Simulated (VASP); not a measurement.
Data:

```xyz
2
Lattice="0.0000 2.7906 2.7906 2.7906 0.0000 2.7906 2.7906 2.7906 0.0000" Properties=species:S:1:pos:R:3 pbc="T T T"
Ag     0.0000     0.0000     0.0000
Br     2.7906     2.7906     2.7906
```

The numbers are results of LDA (Ceperley-Alder, Perdew-Zunger), VASP's LDA PAW potentials (set 64) (plane waves; VASP), not measurements. Run with 400 eV cut-off, 19×19×19 Γ-centred mesh, Gaussian smearing of 0.010 eV, potentials Ag Br.

Give the direction-averaged independent-particle dielectric function (no local fields, no excitons; a broadening of 0.1 eV leaves a tail below the gap, and fine structure carries the noise of the k-mesh).

```tsv
ħω (eV)	ε₁	ε₂
0.00	7.12	0.00
0.20	7.14	0.01
0.40	7.16	0.02
0.60	7.21	0.03
0.80	7.29	0.04
1.10	7.44	0.06
1.30	7.58	0.08
1.50	7.76	0.10
1.70	7.98	0.12
1.90	8.26	0.16
2.20	8.84	0.24
2.40	9.41	0.36
2.60	10.26	0.71
2.80	10.87	1.61
3.00	11.13	2.56
3.30	11.92	3.83
3.50	12.25	5.86
3.70	11.58	7.24
3.90	10.74	8.83
4.10	10.35	10.55
4.40	7.29	13.89
4.60	2.57	13.97
4.80	-0.53	11.15
5.00	-0.90	8.27
5.20	-0.16	6.33
5.50	0.63	5.09
5.70	1.73	5.29
5.90	1.08	5.65
6.10	1.02	5.12
6.30	1.27	4.57
6.60	1.25	4.96
6.80	0.87	4.43
7.00	1.64	4.05
7.20	1.75	4.52
7.40	1.45	4.42
7.70	1.61	4.64
7.90	1.47	4.81
8.10	1.25	4.90
8.30	0.72	4.76
8.60	0.58	4.78
```
ε₂ peaks at 4.5 eV (height 14.4); ε₁(0) averages 7.13, so the electronic refractive index below the gap tends to √7.13 = 2.67.

The compound is AgBr in the rock salt structure. It was relaxed first, which changed the volume by -9 %.
